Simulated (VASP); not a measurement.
Input:

```
CELL_PARAMETERS angstrom
     -0.00585     4.83347     4.83954
      4.83347    -0.00585     4.83954
      2.41381     2.41381     0.00000
ATOMIC_POSITIONS crystal
  In 0.99860 0.99860 0.00280
  In 0.99919 0.50154 0.99927
  In 0.50154 0.99919 0.99927
  N  0.12510 0.12510 0.24980
  N  0.15569 0.61505 0.22926
  N  0.61505 0.15569 0.22926
  N  0.60581 0.60581 0.28837
  Al 0.49901 0.49901 0.00197
```

Level of theory: PBEsol GGA, VASP's PBE PAW potentials (set 64) (plane waves; VASP 6.6.1). Run with 520 eV cut-off, 5×5×9 Γ-centred mesh, tetrahedra with Blöchl corrections, potentials In_d N Al.

The cores are frozen, which limits the accuracy of field gradients.

**Question.** Give the principal components of the electric field gradient (V/Å²) and the asymmetry η at each nucleus.

**Answer.** 
| atom | Vxx | Vyy | Vzz | η |
|---|---|---|---|---|
| In1 | 30.2 | 3.5 | -33.7 | 0.79 |
| In2 | 20.5 | 18.5 | -38.9 | 0.05 |
| In3 | 20.5 | 18.5 | -38.9 | 0.05 |
| N4 | 1.2 | 0.3 | -1.6 | 0.57 |
| N5 | 2.3 | 1.8 | -4.1 | 0.11 |
| N6 | 2.3 | 1.8 | -4.1 | 0.11 |
| N7 | 8.9 | 3.7 | -12.6 | 0.41 |
| Al8 | 6.3 | 3.2 | -9.5 | 0.33 |

The structure was generated: AlIn3N4 was put into an ordered model structure (Amm2), which need not be its known phase. It was relaxed first.
